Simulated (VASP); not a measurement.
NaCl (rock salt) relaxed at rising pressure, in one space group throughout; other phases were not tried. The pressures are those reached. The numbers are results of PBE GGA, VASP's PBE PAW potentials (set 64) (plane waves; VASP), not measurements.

```
P (GPa)  V (Å³/atom)  k-mesh
-------  -----------  ------
0.08          22.969   8×8×8
4.99          19.889   8×8×8
9.98          18.143   9×9×9
20.01         16.070   9×9×9
29.89         14.780   9×9×9
```

A change of mesh leaves a small step in the series.

Q: Fit an equation of state and predict the volume at 44.84 GPa.

A: Least squares on the third-order Birch-Murnaghan form, P = (3B0/2)(y⁷ − y⁵)[1 + (3/4)(B′ − 4)(y² − 1)] with y = (V0/V)^(1/3), gives V0 = 23.038 Å³/atom, B0 = 24 GPa and B′ = 4.5, and so 13.476 Å³/atom. The run gave 13.472 Å³/atom, -0.0 % from the fit.

Pressures at which the relaxation failed are left out.

The compound is NaCl in the rock salt structure.
